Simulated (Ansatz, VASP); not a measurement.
# CoSi2: VASP beside Ansatz, part 2 of 2

One calculation is typed for both programs; each brings its own data sets. How far apart do they land? The cell is taken from a series of runs on this material, whose earlier steps may have relaxed, scaled, displaced or heated it; both programs get it as it stands.

VASP 6.6.1 and Ansatz 0.2.0.

So far: Set-up; Ansatz: zone-centre phonons, PBEsol.

## Step 3: VASP: zone-centre phonons, PBEsol

Level of this step: PBEsol, no spin polarisation; plane waves and PAW (Si, Co) (VASP).

The same cell, functional, mesh and smearing now go to VASP, with its own data sets.

Lines of VASP's logs that name or quote its potential files are left out, and so is its time.

Contents of INCAR:

```
SYSTEM = CoSi2
PREC = Accurate
ENCUT = 600
EDIFF = 1E-08
NELM = 120
ISMEAR = 1
SIGMA = 0.2
LREAL = .FALSE.
ALGO = Normal
GGA = PS
NBANDS = 14
LASPH = .TRUE.
LORBIT = 11
LWAVE = .FALSE.
LCHARG = .FALSE.
ISIF = 2
IBRION = 8
GGA_COMPAT = .FALSE.
KPAR = 2
```

Contents of POSCAR:

```
CoSi2
1.0
    0.0000000000      2.6912300196      2.6912300196
    2.6912300196      0.0000000000      2.6912300196
    2.6912300196      2.6912300196      0.0000000000
Si Co
2 1
Direct
    0.2500000000      0.2500000000      0.2500000000
    0.7500000000      0.7500000000      0.7500000000
    0.0000000000      0.0000000000      0.0000000000
```

Contents of KPOINTS:

```
Automatic mesh
0
Gamma
16 16 16
0 0 0
```

PAW data sets: Si and Co (PBE family, release 64).

Started as:

```
> mpirun -np 2 vasp_std
```

Numbers of over 12 decimals in the logs are rounded to 6 here.

What it wrote:

```text
[banner, memory and clock lines left out]
running    2 mpi-ranks, on    1 nodes
 distrk:  each k-point on    1 cores,    2 groups
 distr:  one band on    1 cores,    1 groups

 POSCAR found type information on POSCAR SiCo
 POSCAR found :  2 types and       3 ions
|                                                                             |
|               ----> ADVICE to this user running VASP <----                  |
|                                                                             |
|     You enforced a specific xc type in the INCAR file but a different       |
|     [... a line on the potential file left out ...]
|     I HOPE YOU KNOW WHAT YOU ARE DOING!                                     |
|                                                                             |

 LDA part: xc-table for (Slater+PW92), standard interpolation
 POSCAR, INCAR and KPOINTS ok, starting setup
 FFT: planning ... GRIDC
 FFT: planning ... GRID_SOFT
 FFT: planning ... GRID
 WAVECAR not read
 entering main loop
       N       E                     dE             d eps       ncg     rms          rms(c)
DAV:   1     0.696780213698E+02    0.69678E+02   -0.76017E+03  4068   0.130E+03
DAV:   2    -0.184014118403E+02   -0.88079E+02   -0.80446E+02  4252   0.239E+02
DAV:   3    -0.225044034432E+02   -0.41030E+01   -0.39925E+01  5334   0.582E+01
DAV:   4    -0.225866651141E+02   -0.82262E-01   -0.82104E-01  4854   0.768E+00
DAV:   5    -0.225891540785E+02   -0.24890E-02   -0.24887E-02  5468   0.143E+00    0.149E+01
DAV:   6    -0.267080361787E+02   -0.41189E+01   -0.34627E+01  4774   0.125E+02    0.190E+01
DAV:   7    -0.209722847789E+02    0.57358E+01   -0.14819E+01  5196   0.977E+01    0.332E+00
DAV:   8    -0.209904303333E+02   -0.18146E-01   -0.11210E+00  5130   0.821E+00    0.200E+00
DAV:   9    -0.209489409815E+02    0.41489E-01   -0.11729E-01  5048   0.668E+00    0.491E-01
DAV:  10    -0.209483687505E+02    0.57223E-03   -0.87460E-03  5888   0.155E+00    0.154E-01
DAV:  11    -0.209480678529E+02    0.30090E-03   -0.10688E-03  5596   0.638E-01    0.450E-02
DAV:  12    -0.209480867987E+02   -0.18946E-04   -0.81695E-05  5744   0.816E-02    0.226E-02
DAV:  13    -0.209480823153E+02    0.44834E-05   -0.82164E-06  6222   0.450E-02    0.697E-03
DAV:  14    -0.209480822577E+02    0.57584E-07   -0.14209E-06  6468   0.146E-02    0.294E-03
DAV:  15    -0.209480823684E+02   -0.11067E-06   -0.88337E-08  6154   0.488E-03    0.844E-04
DAV:  16    -0.209480823893E+02   -0.20973E-07   -0.12525E-08  3146   0.203E-03    0.344E-04
DAV:  17    -0.209480823902E+02   -0.83196E-09   -0.59589E-09  2744   0.574E-04
   1 F= -.20948082E+02 E0= -.20948414E+02  d E =0.995381E-03
 Linear response reoptimize wavefunctions to high precision
DAV:   1    -0.209480823892E+02    0.10132E-08   -0.50893E-10  3184   0.275E-04
DAV:   2    -0.209480823891E+02    0.17735E-10   -0.10041E-10  2672   0.887E-05
 Linear response DOF=           2
 Linear response progress:
  Degree of freedom:   1/  2
       N       E                     dE             d eps       ncg     rms          rms(c)
RMM:   1    -0.204154368429E-01   -0.20415E-01    0.27462E-02 43181   0.127E+00
RMM:   2    -0.177896183628E-01    0.26258E-02   -0.12654E-03 24614   0.561E-01    0.956E-02
RMM:   3    -0.179562654943E-01   -0.16665E-03   -0.52161E-04 28735   0.171E-01    0.511E-02
RMM:   4    -0.181478504252E-01   -0.19158E-03   -0.83316E-05 27089   0.708E-02    0.850E-03
RMM:   5    -0.181354838434E-01    0.12367E-04   -0.62132E-06 29929   0.208E-02    0.536E-03
RMM:   6    -0.181118036351E-01    0.23680E-04   -0.12792E-06 29714   0.853E-03    0.121E-03
RMM:   7    -0.181212875945E-01   -0.94840E-05   -0.20251E-07 27256   0.397E-03    0.709E-04
RMM:   8    -0.181236918483E-01   -0.24043E-05   -0.23542E-08 29561   0.191E-03    0.423E-04
RMM:   9    -0.181221708047E-01    0.15210E-05    0.42676E-08 30061   0.636E-04    0.807E-05
RMM:  10    -0.181222661599E-01   -0.95355E-07    0.17519E-08 31602   0.192E-04    0.199E-05
RMM:  11    -0.181222484502E-01    0.17710E-07    0.15019E-08 31543   0.692E-05    0.777E-06
RMM:  12    -0.181222461429E-01    0.23073E-08    0.14027E-08 33253   0.357E-05    0.288E-06
 first order change of Fermi-energy  -0.42185E-06
 force on displaced ion       1 direction 1 :  -7.860   0.000   0.000
 Linear response progress:
  Degree of freedom:   2/  2
       N       E                     dE             d eps       ncg     rms          rms(c)
RMM:   1    -0.175480546267E+00   -0.17548E+00   -0.13363E-01 16042   0.265E+00
RMM:   2    -0.172009644854E+00    0.34709E-02   -0.29478E-03 13933   0.715E-01    0.189E-01
RMM:   3    -0.171942118045E+00    0.67527E-04   -0.54181E-04 15298   0.172E-01    0.110E-01
RMM:   4    -0.172520371057E+00   -0.57825E-03   -0.35090E-04 16140   0.131E-01    0.937E-03
RMM:   5    -0.172494328273E+00    0.26043E-04   -0.15571E-05 16292   0.352E-02    0.619E-03
RMM:   6    -0.172490191117E+00    0.41372E-05   -0.14729E-06 14651   0.129E-02    0.416E-03
RMM:   7    -0.172466395079E+00    0.23796E-04   -0.58803E-07 16497   0.649E-03    0.102E-03
RMM:   8    -0.172458753787E+00    0.76413E-05   -0.44886E-08 16859   0.181E-03    0.420E-04
RMM:   9    -0.172453631742E+00    0.51220E-05   -0.13371E-08 15679   0.516E-04    0.813E-05
RMM:  10    -0.172453749321E+00   -0.11758E-06   -0.11991E-08 17279   0.218E-04    0.239E-05
RMM:  11    -0.172453568076E+00    0.18125E-06   -0.11684E-08 16311   0.128E-04    0.708E-06
RMM:  12    -0.172453640307E+00   -0.72230E-07   -0.11533E-08 17617   0.803E-05    0.222E-06
RMM:  13    -0.172453627372E+00    0.12934E-07   -0.86050E-09 18967   0.627E-05    0.443E-07
RMM:  14    -0.172453625414E+00    0.19584E-08   -0.10680E-08 14966   0.564E-05    0.193E-07
 first order change of Fermi-energy   0.43457E-03
 force on displaced ion       3 direction 1 : -10.767   0.000   0.000
 Linear response finished
```

Parts of OUTCAR (step 3):

```text
ion  position               nearest neighbor table
   1  0.250  0.250  0.250-   3 2.33   3 2.33   3 2.33   3 2.33   2 2.69   2 2.69   2 2.69   2 2.69
                             2 2.69   2 2.69
   2  0.750  0.750  0.750-   3 2.33   3 2.33   3 2.33   3 2.33   1 2.69   1 2.69   1 2.69   1 2.69
                             1 2.69   1 2.69
   3  0.000  0.000  0.000-   1 2.33   2 2.33   2 2.33   2 2.33   2 2.33   1 2.33   1 2.33   1 2.33

  LATTYP: Found a face centered cubic cell.
 ALAT       =     5.3824600392

 Subroutine GETGRP returns: Found 48 space group operations
 (whereof 48 operations were pure point group operations)

The static configuration has the point symmetry O_h .

 Found    145 irreducible k-points:

   k-points           NKPTS =    145   k-points in BZ     NKDIM =    145   number of bands    NBANDS=     14

   dimension x,y,z NGX =    30 NGY =   30 NGZ =   30
   dimension x,y,z NGXF=    60 NGYF=   60 NGZF=   60

   ENCUT  =  600.0 eV  44.10 Ry    6.64 a.u.   7.60  7.60  7.60*2*pi/ulx,y,z

   NELECT =      17.0000    total number of electrons

 k-points in reciprocal lattice and weights: Automatic mesh
   0.00000000  0.00000000  0.00000000       0.000
   0.06250000  0.00000000  0.00000000       0.002
   0.12500000  0.00000000  0.00000000       0.002
   0.18750000  0.00000000  0.00000000       0.002
   0.25000000  0.00000000  0.00000000       0.002
   0.31250000  0.00000000  0.00000000       0.002
   0.37500000  0.00000000  0.00000000       0.002
   0.43750000  0.00000000  0.00000000       0.002
   0.50000000  0.00000000  0.00000000       0.001
[...]
-0.31250000  0.50000000  0.18750000       0.003
  -0.25000000  0.50000000  0.25000000       0.001

 average (electrostatic) potential at core
       1 -79.4255       2 -79.4255       3 -78.2451

  Total       -1.6932487     -1.6932487     -1.6932487      0.0000000      0.0000000      0.0000000
  in kB      -69.5903296    -69.5903296    -69.5903296      0.0000000      0.0000000      0.0000000
  external PRESSURE =     -69.5903296 kB  Pullay stress =       0.0000000 kB

  energy-cutoff  :      600.00
  volume of cell :       38.98
      direct lattice vectors                 reciprocal lattice vectors
     0.000000000  2.691230020  2.691230020    -0.185788653  0.185788653  0.185788653
     2.691230020  0.000000000  2.691230020     0.185788653 -0.185788653  0.185788653
     2.691230020  2.691230020  0.000000000     0.185788653  0.185788653 -0.185788653

 POSITION                                       TOTAL-FORCE (eV/Angst)
 -----------------------------------------------------------------------------------
      1.34562      1.34562      1.34562         0.000000     -0.000000      0.000000
      4.03685      4.03685      4.03685         0.000000      0.000000     -0.000000
      0.00000      0.00000      0.00000        -0.000000     -0.000000     -0.000000
 -----------------------------------------------------------------------------------
    total drift:                                0.000000     -0.000000     -0.000000

 Eigenvectors and eigenvalues of the dynamical matrix
 ----------------------------------------------------

   1 f  =    9.562445 THz    60.082616 2PiTHz  318.968843 cm-1    39.547078 meV
             X         Y         Z           dx          dy          dz
      1.345615  1.345615  1.345615    -0.505817   -0.000000   -0.000000
      4.036845  4.036845  4.036845    -0.505817    0.000000    0.000000
      0.000000  0.000000  0.000000     0.698784   -0.000000    0.000000

   2 f  =    9.562445 THz    60.082616 2PiTHz  318.968843 cm-1    39.547078 meV
             X         Y         Z           dx          dy          dz
      1.345615  1.345615  1.345615    -0.000000   -0.000000    0.505817
      4.036845  4.036845  4.036845    -0.000000   -0.000000    0.505817
      0.000000  0.000000  0.000000    -0.000000   -0.000000   -0.698784

   3 f  =    9.562445 THz    60.082616 2PiTHz  318.968843 cm-1    39.547078 meV
             X         Y         Z           dx          dy          dz
      1.345615  1.345615  1.345615    -0.000000   -0.505817   -0.000000
      4.036845  4.036845  4.036845    -0.000000   -0.505817   -0.000000
      0.000000  0.000000  0.000000     0.000000    0.698784    0.000000

   4 f  =    9.487343 THz    59.610732 2PiTHz  316.463688 cm-1    39.236479 meV
             X         Y         Z           dx          dy          dz
      1.345615  1.345615  1.345615     0.280134    0.649250    0.000000
      4.036845  4.036845  4.036845    -0.280134   -0.649250   -0.000000
      0.000000  0.000000  0.000000    -0.000000   -0.000000    0.000000

   5 f  =    9.487343 THz    59.610732 2PiTHz  316.463688 cm-1    39.236479 meV
             X         Y         Z           dx          dy          dz
      1.345615  1.345615  1.345615     0.649250   -0.280134    0.000000
      4.036845  4.036845  4.036845    -0.649250    0.280134   -0.000000
      0.000000  0.000000  0.000000    -0.000000    0.000000    0.000000

   6 f  =    9.487343 THz    59.610732 2PiTHz  316.463688 cm-1    39.236479 meV
             X         Y         Z           dx          dy          dz
      1.345615  1.345615  1.345615    -0.000000    0.000000    0.707107
      4.036845  4.036845  4.036845     0.000000   -0.000000   -0.707107
      0.000000  0.000000  0.000000     0.000000    0.000000    0.000000

   7 f/i=    0.002878 THz     0.018086 2PiTHz    0.096015 cm-1     0.011904 meV
             X         Y         Z           dx          dy          dz
      1.345615  1.345615  1.345615     0.416870    0.242808   -0.106833
      4.036845  4.036845  4.036845     0.416870    0.242808   -0.106833
      0.000000  0.000000  0.000000     0.603505    0.351515   -0.154663

   8 f/i=    0.002878 THz     0.018086 2PiTHz    0.096015 cm-1     0.011904 meV
             X         Y         Z           dx          dy          dz
      1.345615  1.345615  1.345615     0.166519   -0.084617    0.457450
      4.036845  4.036845  4.036845     0.166519   -0.084617    0.457450
      0.000000  0.000000  0.000000     0.241070   -0.122501    0.662254

   9 f/i=    0.002878 THz     0.018086 2PiTHz    0.096015 cm-1     0.011904 meV
             X         Y         Z           dx          dy          dz
      1.345615  1.345615  1.345615    -0.206496    0.421940    0.153216
      4.036845  4.036845  4.036845    -0.206496    0.421940    0.153216
      0.000000  0.000000  0.000000    -0.298946    0.610845    0.221812

 ELASTIC MODULI CONTR FROM IONIC RELAXATION (kBar)
 Direction    XX          YY          ZZ          XY          YZ          ZX
 --------------------------------------------------------------------------------
 XX          -0.0000      0.0000     -0.0000      0.0000     -0.0000      0.0000
 YY           0.0000     -0.0000      0.0000      0.0000     -0.0000     -0.0000
 ZZ          -0.0000      0.0000     -0.0000     -0.0000     -0.0000      0.0000
 XY           0.0000      0.0000     -0.0000   -498.2341     -0.0000     -0.0000
 YZ          -0.0000     -0.0000     -0.0000      0.0000   -498.2341      0.0000
 ZX           0.0000     -0.0000      0.0000     -0.0000      0.0000   -498.2341
 --------------------------------------------------------------------------------
```

This run has no spin polarisation, so a moment on Co, if there is one, isn't seen. Its electron count is odd, so without a moment it is a metal by construction.

## Step 4: Side by side

Known differences besides the potentials themselves: the data sets hold 25 valence electrons in Ansatz (on its PAW soft_1 files) and 17 in VASP; the cutoff is 420 eV in Ansatz and 600 eV in VASP; Ansatz makes its cores anew for this functional, VASP keeps those of its PBE data sets. Total energies have different zeros and are not compared.

The two programs side by side:

```
                  quantity  Ansatz   VASP  difference
optical mode 1 to 3 (cm⁻¹)   315.6  316.5     -0.28 %
optical mode 4 to 6 (cm⁻¹)   316.9  319.0     -0.65 %
```

Modes are paired by rising frequency, not by their patterns, so a pair may set unlike modes beside each other; they are those without the splitting of longitudinal modes.

## Step 5: Summary of results

| Item | Value |
| --- | --- |
| r.m.s. difference of the optical zone-centre modes, each program's sorted by frequency (zone-centre phonons, PBEsol) | 1.6 cm⁻¹ |
| difference in optical mode 4 to 6 (zone-centre phonons, PBEsol) | -0.7 % |

The r.m.s. difference of the optical zone-centre modes, each program's sorted by frequency is 1.6 cm⁻¹ (zone-centre phonons, PBEsol). The data sets hold unlike numbers of valence electrons (25 in Ansatz and 17 in VASP), so part of the differences comes from the potentials. Among the rows given in per cent, the largest difference of the zone-centre phonons, PBEsol pair is in optical mode 4 to 6, -0.7 %. Such differences can come from data sets, numerical settings and the points named under the comparisons, not from the functional's error against experiment.

[Lines on the potential files, build, host, timing and source positions are cut from VASP's logs without a mark.]

[Logs are printed without paths, hosts, clocks, repeated set-up lines and the standing remarks that a program may print on its own settings, such as how far it seeks lower states.]

[Hosts, paths, dates, database ids (printed as entryN), source tags and the programs' standing remarks are cut or masked in the printed files.]
